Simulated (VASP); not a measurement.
Consider the following.

```
CELL_PARAMETERS angstrom
      1.53848    -2.66473     0.00000
      1.53848     2.66473     0.00000
      0.00000     0.00000     3.48008
ATOMIC_POSITIONS crystal
  Mg 0.00000 0.00000 0.00000
  B  0.33333 0.66667 0.50000
  B  0.66667 0.33333 0.50000
```

Computed with revTPSS meta-GGA, VASP's PBE PAW potentials (set 64) (plane waves; VASP). Run with 520 eV cut-off, 13×13×10 Γ-centred mesh, tetrahedra with Blöchl corrections, potentials Mg B.

The cores are frozen, which limits the accuracy of field gradients.

Give the principal components of the electric field gradient (V/Å²) and the asymmetry η at each nucleus.

| atom | Vxx | Vyy | Vzz | η |
|---|---|---|---|---|
| Mg1 | 0.4 | 0.4 | -0.8 | 0.00 |
| B2 | -9.3 | -9.3 | 18.7 | 0.00 |
| B3 | -9.3 | -9.3 | 18.7 | 0.00 |

The compound is MgB2 in the AlB2 type structure. It was relaxed first.
